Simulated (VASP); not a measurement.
Input:

```
CELL_PARAMETERS angstrom
      0.00000     3.60324     3.60324
      3.60324     0.00000     3.60324
      3.60324     3.60324     0.00000
ATOMIC_POSITIONS crystal
  Rb 0.00000 0.00000 0.00000
  Br 0.50000 0.50000 0.50000
```

Method: TPSS meta-GGA, VASP's PBE PAW potentials (set 64) (plane waves; VASP 6.6.1). Settings: 520 eV cut-off, 7×7×7 Γ-centred mesh, Gaussian smearing of 0.050 eV, potentials Rb_sv Br.

**Question.** Estimate the energy per atom (σ→0), band gap (on the k-mesh) with the smallest direct gap where there is one.

**Answer.** 
| Quantity | Result |
|---|---|
| band gap (on the k-mesh) | 4.55 eV |
| smallest direct gap (on the k-mesh) | 4.55 eV |
| energy per atom (σ→0) | -11.640 eV/atom |

The compound is RbBr in the rock salt structure. This cell is one point of a volume scan, at 1.06 of the reference volume.
